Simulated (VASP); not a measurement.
Ge: stress against strain

Ge (diamond, Fd-3m, 22.725 Å³/atom and stress up to 0.25 GPa in the relaxed cell, cube axes along x, y and z) under an equal strain ε along x and y, with z held. r2SCAN in VASP (plane waves, PAW), 480 eV, 10×10×10 Γ-centred mesh, Gaussian smearing 0.05 eV; ions are relaxed, or left where forces stay under 0.02 eV/Å, within the symmetry of each cell. Stress is positive for a compressed cell.

Here s stands for strain and y for stress xx.

```csv
strain (%),stress xx (GPa)
-1.50,3.04
-1.00,2.14
-0.50,1.17
0.00,0.25
0.50,-0.60
1.00,-1.40
1.50,-2.12
3.00,?
```

Q: Using a straight line, estimate the missing y at s = 3.00 from the other rows, showing the fit.

A: Means: s 0, y 0.354. About the means, the sum of products is -12.165 and the sum of squares of s is 7.0000; the slope is their ratio. Least squares gives y = 0.354 - 1.7379·s. Residuals (row less fit): 0.079, 0.048, -0.053, -0.104, -0.085, -0.016, 0.133; standard error 0.097 (degrees of freedom: 5). The slope gives the elastic constants C11 + C12 = 174 ± 4 GPa (± standard error of the fit, which holds the terms cut off). At the withheld row, y = 0.354 - 1.7379 × 3.0 = -4.860 GPa. The calculation gives -4.15 GPa, 0.710 GPa above the prediction (9.9 % of the range of y in the table). The row lies outside the fitted rows, so this is an extrapolation. From the scatter of the fitted rows alone, a prediction at this place has a standard error of 0.152 GPa, so the miss is 4.7 times that.

A polynomial of degree 2 through the 12 other runs of the series gives -4.11 there, so most of the miss is curvature that the fit leaves out. This level leaves no gap over 0.05 eV at strain 1.50 %. Rows are the converged runs of the series near zero and its far end; series whose fitted rows scatter by over a few per cent of the range, as at a crossing or softening among them, aren't shown in this form, nor equations of state whose B0' disagrees with the runs' pressures. Most that stay on the fit to the last digits aren't either.
